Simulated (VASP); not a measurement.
Consider the following.

```
Ba
1.0
   -2.50293     2.50293     2.50293
    2.50293    -2.50293     2.50293
    2.50293     2.50293    -2.50293
Ba
1
Direct
  0.00000   0.00000   0.00000
```

Computed with PW91 GGA, VASP's PBE PAW potentials (set 64) (plane waves; VASP 6.6.1). Numerical set-up: 520 eV cut-off, 10×10×10 Γ-centred mesh, first-order Methfessel-Paxton smearing of 0.10 eV, potentials Ba_sv.

Question: Give the energy at these volumes per atom, relative to the lowest: 58.97, 60.85, 62.73, 64.61, 66.49 Å³.

Answer: 6.6, 1.6, 0.0, 1.5, 5.7 meV/atom. A third-order Birch-Murnaghan fit gives B0 = 8.7 GPa and B0′ = 2.8.

Measured: bulk modulus 9.3 GPa at 0 K (computed value off by -6.9 %), as given by H. Levämäki et al., Physical Review B (2014), arXiv:1402.3671 [corrected for temperature and zero-point phonon effects]; a 4.995 Å at 0 K (computed value off by +0.2 %), as given by Gábor I. Csonka et al., Physical Review B (2009), arXiv:0903.4037 [low-temperature or extrapolated to 0 K; zero-point anharmonic expansion removed].

The compound is Ba in the bcc structure. It was relaxed first.
